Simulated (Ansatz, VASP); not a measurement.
# Cross-check of Al6Ge8O25 (glassy 73GeO2-27Al2O3 (mol %)) between VASP and Ansatz, part 2 of 2

One calculation is typed for both programs; each brings its own data sets. How far apart do they land? Of the first pair: The structure shown is the start of the Ansatz relaxation below; VASP solves that cell, so the two are compared at the walk's first step.

VASP 6.6.1 and Ansatz 0.2.0.

So far. Step 3 (VASP: single point, RPBE, start cell, pair 1): The run ends at a pressure of 3.69 GPa, with forces up to 0.38 eV/Å.

### 4. Side by side

Known differences besides the potentials themselves: the cutoff is 420 eV in Ansatz and 520 eV in VASP (PREC = Accurate, projectors in real space); Ansatz makes its cores anew for this functional, VASP keeps those of its PBE data sets. Total energies have different zeros and are not compared.

Forces on 10 of the 117 atoms, those with the largest forces and the largest differences (eV/Å; atoms numbered as in POSCAR):

| atom | Ansatz x, y, z | VASP x, y, z |
| --- | --- | --- |
| Ge5 | 0.084, 0.177, 0.056 | 0.025, 0.075, 0.059 |
| Ge17 | -0.033, -0.024, -0.185 | 0.052, -0.095, -0.150 |
| Ge21 | 0.021, -0.047, 0.225 | -0.003, 0.026, 0.143 |
| O68 | 0.288, 0.233, -0.059 | 0.275, 0.146, -0.035 |
| O72 | -0.061, 0.035, 0.358 | -0.059, 0.033, 0.301 |
| O74 | -0.107, -0.352, -0.070 | -0.096, -0.285, -0.060 |
| O82 | 0.170, 0.106, -0.396 | 0.137, 0.126, -0.330 |
| O84 | 0.030, 0.386, -0.028 | 0.054, 0.300, -0.056 |
| O99 | -0.101, 0.289, -0.242 | -0.091, 0.246, -0.163 |
| O108 | -0.161, -0.327, -0.012 | -0.138, -0.275, -0.004 |

The forces differ by 36 meV/Å r.m.s., which is 35.2 % of the r.m.s. force of 0.102 eV/Å (both taken over all components).

### 5. Ansatz: relaxation, RPBE

This run makes the geometry at which the two programs are then compared.

The structure compared here is the end of the Ansatz relaxation.

This is the run of step 2 again, met here at its other cell.

### 6. VASP: single point, RPBE, relaxed atoms in a fixed cell, pair 2

The same cell, functional, mesh and smearing now go to VASP, with its own data sets.

The input, INCAR:

```
SYSTEM = Al6Ge8O25
PREC = Accurate
ENCUT = 600
EDIFF = 1E-06
NELM = 120
ISMEAR = 0
SIGMA = 0.05
LREAL = Auto
ALGO = Normal
GGA = RP
NBANDS = 512
LORBIT = 11
LWAVE = .FALSE.
LCHARG = .FALSE.
ISIF = 2
LASPH = .TRUE.
GGA_COMPAT = .FALSE.
EFERMI = MIDGAP
NCORE = 4
```

The input, POSCAR:

```
Al6Ge8O25
1.0
   11.8011600000     -0.1863700000      0.1262100000
   -0.1863700000     11.8516300000      0.0701400000
    0.1262100000      0.0701400000     11.7317200000
Ge Al O
24 18 75
Direct
    0.8002900000      0.5742900000      0.3101200000
    0.3007400000      0.9552500000      0.9939200000
    0.9192700000      0.1608700000      0.4323700000
    0.4026400000      0.5078400000      0.3569400000
    0.5097300000      0.8094800000      0.8541100000
    0.3494800000      0.0298000000      0.6550700000
    0.5135800000      0.7491700000      0.3319500000
    0.2406400000      0.5712300000      0.0661000000
    0.3017100000      0.2733200000      0.2101200000
    0.0319600000      0.2247300000      0.1861400000
    0.4067900000      0.3991800000      0.7591300000
    0.2605500000      0.2279300000      0.9439500000
    0.5424000000      0.3444700000      0.5196800000
    0.7513500000      0.2756200000      0.8776200000
    0.9091300000      0.8309400000      0.2533200000
    0.2855100000      0.8832200000      0.2672500000
    0.2322400000      0.6010100000      0.6421100000
    0.7765000000      0.5266700000      0.7280400000
    0.6834300000      0.3951200000      0.1215200000
    0.6674300000      0.9569700000      0.2064500000
    0.5942600000      0.0629400000      0.7737800000
    0.0096400000      0.4423100000      0.9927000000
    0.5322200000      0.1902500000      0.2873100000
    0.1783000000      0.6297600000      0.3210500000
    0.7610800000      0.9765100000      0.5666100000
    0.6800400000      0.7010600000      0.5233900000
    0.9329000000      0.8343100000      0.5512100000
    0.1185000000      0.1490100000      0.6187700000
    0.9591300000      0.9713200000      0.7751400000
    0.0965800000      0.7806100000      0.0249400000
[... 81 atom lines left out ...]
    0.7569400000      0.3037500000      0.0261300000
    0.8785900000      0.5124800000      0.4298100000
    0.8808500000      0.9446200000      0.6510100000
    0.6234500000      0.5080300000      0.0538500000
    0.9179500000      0.2805100000      0.5174500000
    0.3451100000      0.9270800000      0.1350200000
```

The input, KPOINTS:

```
Automatic mesh
0
Gamma
1 1 1
0 0 0
```

Potentials, in the order of the species: Ge_d, Al and O (PBE family, release 64).

Run with:

```bash
mpirun -np 16 vasp_gam
```

Numbers of over 12 decimals in the logs are rounded to 6 here.

Log:

```text
[banner, memory and clock lines left out]
running   16 mpi-ranks, on    1 nodes
[...]
[... a notice as in an earlier step ...]

 LDA part: xc-table for (Slater+PW92), standard interpolation
 POSCAR, INCAR and KPOINTS ok, starting setup
[...]
entering main loop
       N       E                     dE             d eps       ncg     rms          rms(c)
DAV:   1     0.285910350928E+05    0.28591E+05   -0.28922E+05  1312   0.414E+03
DAV:   2     0.618919846390E+04   -0.22402E+05   -0.21129E+05  1024   0.120E+03
DAV:   3     0.716311438585E+02   -0.61176E+04   -0.56756E+04  1112   0.394E+02
DAV:   4    -0.819805673445E+03   -0.89144E+03   -0.86992E+03  1200   0.168E+02
[...]
DAV:  18    -0.745639460874E+03    0.46662E-05   -0.29439E-05  1424   0.305E-02    0.791E-03
DAV:  19    -0.745639461095E+03   -0.22071E-06   -0.20511E-05  1488   0.140E-02    0.420E-03
DAV:  20    -0.745639460684E+03    0.41068E-06   -0.28576E-06   840   0.877E-03
   1 F= -.74563946E+03 E0= -.74563946E+03  d E =0.000000E+00
```

Parts of OUTCAR (step 6):

```text
  FREE ENERGIE OF THE ION-ELECTRON SYSTEM (eV)
  ---------------------------------------------------
  free  energy   TOTEN  =      -745.6394606843 eV

  energy  without entropy=     -745.6394606843  energy(sigma->0) =     -745.63946068

[... 1 part as in an earlier step ...]
```

The run ends at a pressure of 0.89 GPa, with forces up to 0.11 eV/Å.

### 7. Comparison

What differs besides the data sets and the points named for the pairs above, as far as they apply: the cutoff is 420 eV in Ansatz and 600 eV in VASP (PREC = Accurate, projectors in real space). Total energies have different zeros and are not compared.

Compared:

| quantity | Ansatz | VASP | difference |
| --- | --- | --- | --- |
| pressure (GPa) | 1.72 | 0.89 | +0.83 |
| gap on the k mesh (eV) | 2.438 | 2.420 | +0.018 |

Forces on 7 of the 117 atoms, those with the largest forces and the largest differences (eV/Å; atoms numbered as in POSCAR):

| atom | Ansatz x, y, z | VASP x, y, z |
| --- | --- | --- |
| Ge2 | 0.009, -0.009, -0.014 | 0.099, -0.003, -0.034 |
| Ge5 | 0.003, -0.005, 0.012 | -0.052, -0.096, 0.011 |
| Ge17 | -0.009, 0.009, 0.004 | 0.074, -0.050, 0.038 |
| Ge21 | -0.016, -0.005, 0.009 | -0.039, 0.070, -0.058 |
| Ge24 | 0.002, -0.006, 0.006 | -0.090, 0.023, 0.030 |
| O52 | -0.003, -0.001, 0.003 | -0.096, 0.034, -0.021 |
| O77 | 0.001, 0.002, -0.006 | 0.082, -0.037, -0.046 |

The forces differ by 33 meV/Å r.m.s., where the r.m.s. force is 0.008 eV/Å in Ansatz and 0.033 eV/Å in VASP: the atoms lie near their places of rest in Ansatz, so a percentage would say little (all taken over all components). A gap on the mesh is an upper bound, since the band edges may lie between its points.

### 8. Summary of results

```json
{
  "r.m.s. force difference (single point, RPBE, start cell, pair 1)": "36 meV/Å",
  "r.m.s. force difference (single point, RPBE, relaxed atoms in a fixed cell, pair 2)": "33 meV/Å",
  "difference in pressure (single point, RPBE, relaxed atoms in a fixed cell, pair 2)": "0.83 GPa"
}
```

The r.m.s. force difference is 36 meV/Å (single point, RPBE, start cell, pair 1), beyond the 12 meV/Å picked in this series as the mark of a large difference. What causes the difference of the single point, RPBE, start cell, pair 1 pair stays open here. What causes the difference of the single point, RPBE, relaxed atoms in a fixed cell, pair 2 pair stays open here. How closely two codes agree says nothing of how well the functional describes the real material.

[Lines on the potential files, build, host, timing and source positions are cut from VASP's logs without a mark.]

[Logs are printed without paths, hosts, clocks, repeated set-up lines and the standing remarks that a program may print on its own settings, such as how far it seeks lower states.]

[Hosts, paths, dates, database ids (printed as entryN), source tags and the programs' standing remarks are cut or masked in the printed files.]
